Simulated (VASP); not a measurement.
```xyz
2
Lattice="0.0000 3.1405 3.1405 3.1405 0.0000 3.1405 3.1405 3.1405 0.0000" Properties=species:S:1:pos:R:3 pbc="T T T"
Ga     0.0000     0.0000     0.0000
Sb     1.5702     1.5702     1.5702
```

Level of theory: HSEsol screened hybrid, VASP's PBE PAW potentials (set 64) (plane waves; VASP). Numerical set-up: 520 eV cut-off, 6×6×6 Γ-centred mesh, Gaussian smearing of 0.050 eV, potentials Ga_d Sb.

Task: Give the stress tensor in GPa (positive for a compressed cell).

Result: 
```
-5.04   0.00   0.00
 0.00  -5.04   0.00
 0.00   0.00  -5.04
```
The pressure is its mean diagonal, -5.04 GPa.

The compound is GaSb in the zinc blende structure. This cell is one point of a volume scan, at 1.03 of the reference volume. The cell's shape comes from a PBE relaxation.
